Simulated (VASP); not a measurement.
```
CELL_PARAMETERS angstrom
      3.00985     0.00000     0.00000
     -1.50493     2.60661     0.00000
      0.00000     0.00000     7.34497
ATOMIC_POSITIONS crystal
  Mg 0.00000 0.00000 0.00000
  Zn 0.33333 0.66667 0.66851
  Zn 0.66667 0.33333 0.33149
  O  0.33333 0.66667 0.16107
  O  0.66667 0.33333 0.83893
  O  0.00000 0.00000 0.50000
```

Computed with PBEsol GGA, VASP's PBE PAW potentials (set 64) (plane waves; VASP). Settings: 520 eV cut-off, Gaussian smearing of 0.050 eV, potentials Mg Zn O.

Q: Give the energies of bands 12 to 25 at the high-symmetry points, in eV from the valence-band maximum.

A: 
```csv
band,Γ,M,K,A,L,H
12,-4.29,-4.27,-4.52,-4.29,-4.23,-4.49
13,-4.29,-4.15,-4.14,-4.29,-4.15,-4.12
14,-3.85,-4.10,-3.74,-3.71,-4.10,-3.80
15,-3.43,-3.74,-3.74,-2.67,-3.58,-3.80
16,-1.03,-3.37,-3.22,-2.57,-3.41,-3.21
17,-1.03,-2.47,-3.22,-1.29,-2.93,-2.87
18,-1.02,-2.45,-2.94,-1.29,-2.25,-2.87
19,-0.93,-1.66,-2.63,-0.58,-2.13,-2.08
20,-0.93,-1.19,-1.07,-0.58,-1.55,-1.39
21,0.00,-0.73,-1.07,-0.10,-0.15,-1.39
22,0.00,-0.33,-0.53,-0.10,-0.11,-0.86
23,1.84,5.24,7.33,3.21,5.66,7.50
24,5.52,6.90,7.33,4.12,5.97,7.50
25,5.62,7.35,8.48,5.98,7.30,8.86
```

The gap is direct, 1.84 eV, from the valence maximum at Γ to the conduction minimum at Γ.

The structure comes from a computed database's MgZn2O3 entry (P-3m1); how it stands against other phases isn't given here. It was relaxed first.
